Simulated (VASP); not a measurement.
Data:

```
MgB2
1.0
    1.54877    -2.68255     0.00000
    1.54877     2.68255     0.00000
    0.00000     0.00000     3.52065
Mg B
1 2
Direct
  0.00000   0.00000   0.00000
  0.33333   0.66667   0.50000
  0.66667   0.33333   0.50000
```

The numbers are results of PBE GGA, VASP's PBE PAW potentials (set 64) (plane waves; VASP), not measurements. Settings: 600 eV cut-off, 10×10×8 Γ-centred mesh, first-order Methfessel-Paxton smearing of 0.10 eV, potentials Mg B.

Q: Predict the energy per atom (σ→0), pressure, band gap (on the k-mesh) with the smallest direct gap where there is one.

A: 
| Property | Result |
|---|---|
| band gap (on the k-mesh) | none (metal, semimetal or under 0.01 eV) |
| energy per atom (σ→0) | -5.107 eV/atom |
| pressure | -2.43 GPa |

Only differences to runs with the same potentials and settings are physical.

The compound is MgB2 in the AlB2 type structure. This cell was strained or had an atom moved on purpose.
